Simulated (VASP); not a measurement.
A convergence study with VASP on PtS2 (1T layered): a few settings are varied, all else stays as given below, so the limit is that of these other settings.

```
CELL_PARAMETERS angstrom
      1.77000    -3.06573     0.00000
      1.77000     3.06573     0.00000
      0.00000     0.00000     5.04000
ATOMIC_POSITIONS crystal
  Pt 0.00000 0.00000 0.00000
  S  0.33333 0.66667 0.23000
  S  0.66667 0.33333 0.77000
```

Level of theory: PBE GGA, VASP's PBE PAW potentials (set 64) (plane waves; VASP). The last row used: 550 eV cut-off, 14×14×9 Γ-centred mesh, second-order Methfessel-Paxton smearing of 0.40 eV, potentials Pt S.

```json
[
 {"setting": "ISMEAR = -1, SIGMA = 0.01, 4×4×2 mesh", "E (eV/atom)": "-5.1066", "pressure (GPa)": "9.96", "largest force (eV/Å)": "1.100", "irreducible k-points": "8"},
 {"setting": "ISMEAR = -1, SIGMA = 0.2, 4×4×2 mesh", "E (eV/atom)": "-5.1037", "pressure (GPa)": "10.04", "largest force (eV/Å)": "1.126", "irreducible k-points": "8"},
 {"setting": "ISMEAR = 0, SIGMA = 0.01, 4×4×2 mesh", "E (eV/atom)": "-5.1066", "pressure (GPa)": "9.96", "largest force (eV/Å)": "1.100", "irreducible k-points": "8"},
 {"setting": "ISMEAR = 0, SIGMA = 0.2, 4×4×2 mesh", "E (eV/atom)": "-5.1066", "pressure (GPa)": "9.96", "largest force (eV/Å)": "1.100", "irreducible k-points": "8"},
 {"setting": "ISMEAR = 1, SIGMA = 0.01, 4×4×2 mesh", "E (eV/atom)": "-5.1066", "pressure (GPa)": "9.96", "largest force (eV/Å)": "1.100", "irreducible k-points": "8"},
 {"setting": "ISMEAR = 1, SIGMA = 0.2, 4×4×2 mesh", "E (eV/atom)": "-5.1066", "pressure (GPa)": "9.96", "largest force (eV/Å)": "1.100", "irreducible k-points": "8"},
 {"setting": "ISMEAR = 2, SIGMA = 0.01, 4×4×2 mesh", "E (eV/atom)": "-5.1066", "pressure (GPa)": "9.96", "largest force (eV/Å)": "1.100", "irreducible k-points": "8"},
 {"setting": "ISMEAR = 2, SIGMA = 0.2, 4×4×2 mesh", "E (eV/atom)": "-5.1066", "pressure (GPa)": "9.96", "largest force (eV/Å)": "1.100", "irreducible k-points": "8"},
 {"setting": "ISMEAR = -1, SIGMA = 0.05, 8×8×5 mesh", "E (eV/atom)": "-5.0997", "pressure (GPa)": "10.11", "largest force (eV/Å)": "1.017", "irreducible k-points": "40"},
 {"setting": "ISMEAR = -1, SIGMA = 0.2, 8×8×5 mesh", "E (eV/atom)": "[?]", "pressure (GPa)": "[?]", "largest force (eV/Å)": "[?]", "irreducible k-points": "40"},
 {"setting": "ISMEAR = 0, SIGMA = 0.05, 8×8×5 mesh", "E (eV/atom)": "-5.0997", "pressure (GPa)": "10.11", "largest force (eV/Å)": "1.017", "irreducible k-points": "40"},
 {"setting": "ISMEAR = 0, SIGMA = 0.2, 8×8×5 mesh", "E (eV/atom)": "-5.0997", "pressure (GPa)": "10.11", "largest force (eV/Å)": "1.017", "irreducible k-points": "40"},
 {"setting": "ISMEAR = 1, SIGMA = 0.05, 8×8×5 mesh", "E (eV/atom)": "-5.0996", "pressure (GPa)": "10.11", "largest force (eV/Å)": "1.017", "irreducible k-points": "40"},
 {"setting": "ISMEAR = 1, SIGMA = 0.2, 8×8×5 mesh", "E (eV/atom)": "-5.0995", "pressure (GPa)": "10.11", "largest force (eV/Å)": "1.020", "irreducible k-points": "40"},
 {"setting": "ISMEAR = 2, SIGMA = 0.05, 8×8×5 mesh", "E (eV/atom)": "-5.0996", "pressure (GPa)": "10.11", "largest force (eV/Å)": "1.017", "irreducible k-points": "40"},
 {"setting": "ISMEAR = 2, SIGMA = 0.2, 8×8×5 mesh", "E (eV/atom)": "-5.0995", "pressure (GPa)": "10.11", "largest force (eV/Å)": "1.020", "irreducible k-points": "40"},
 {"setting": "ISMEAR = -1, SIGMA = 0.05, 14×14×9 mesh", "E (eV/atom)": "-5.0996", "pressure (GPa)": "10.11", "largest force (eV/Å)": "1.016", "irreducible k-points": "184"},
 {"setting": "ISMEAR = -1, SIGMA = 0.4, 14×14×9 mesh", "E (eV/atom)": "-5.0700", "pressure (GPa)": "10.98", "largest force (eV/Å)": "1.154", "irreducible k-points": "184"},
 {"setting": "ISMEAR = 0, SIGMA = 0.05, 14×14×9 mesh", "E (eV/atom)": "-5.0996", "pressure (GPa)": "10.11", "largest force (eV/Å)": "1.016", "irreducible k-points": "184"},
 {"setting": "ISMEAR = 0, SIGMA = 0.4, 14×14×9 mesh", "E (eV/atom)": "[?]", "pressure (GPa)": "[?]", "largest force (eV/Å)": "[?]", "irreducible k-points": "184"},
 {"setting": "ISMEAR = 1, SIGMA = 0.05, 14×14×9 mesh", "E (eV/atom)": "-5.0996", "pressure (GPa)": "10.11", "largest force (eV/Å)": "1.016", "irreducible k-points": "184"},
 {"setting": "ISMEAR = 1, SIGMA = 0.4, 14×14×9 mesh", "E (eV/atom)": "-5.0994", "pressure (GPa)": "10.10", "largest force (eV/Å)": "1.017", "irreducible k-points": "184"},
 {"setting": "ISMEAR = 2, SIGMA = 0.05, 14×14×9 mesh", "E (eV/atom)": "-5.0996", "pressure (GPa)": "10.11", "largest force (eV/Å)": "1.016", "irreducible k-points": "184"},
 {"setting": "ISMEAR = 2, SIGMA = 0.4, 14×14×9 mesh", "E (eV/atom)": "-5.0992", "pressure (GPa)": "10.12", "largest force (eV/Å)": "1.020", "irreducible k-points": "184"}
]
```

Q: Some entries are withheld; supply them.

A: 
- ISMEAR = 0, SIGMA = 0.4, 14×14×9 mesh, E (eV/atom): -5.0986
- ISMEAR = 0, SIGMA = 0.4, 14×14×9 mesh, pressure (GPa): 10.13
- ISMEAR = 0, SIGMA = 0.4, 14×14×9 mesh, largest force (eV/Å): 1.023
- ISMEAR = -1, SIGMA = 0.2, 8×8×5 mesh, E (eV/atom): -5.0960
- ISMEAR = -1, SIGMA = 0.2, 8×8×5 mesh, pressure (GPa): 10.19
- ISMEAR = -1, SIGMA = 0.2, 8×8×5 mesh, largest force (eV/Å): 1.037

Left out are rungs that failed or repeat a setting and relaxations that didn't move; long series are thinned to 24 rows.

The compound is PtS2 in the 1T layered structure. The cell was not relaxed at this level, forces remain on its atoms.
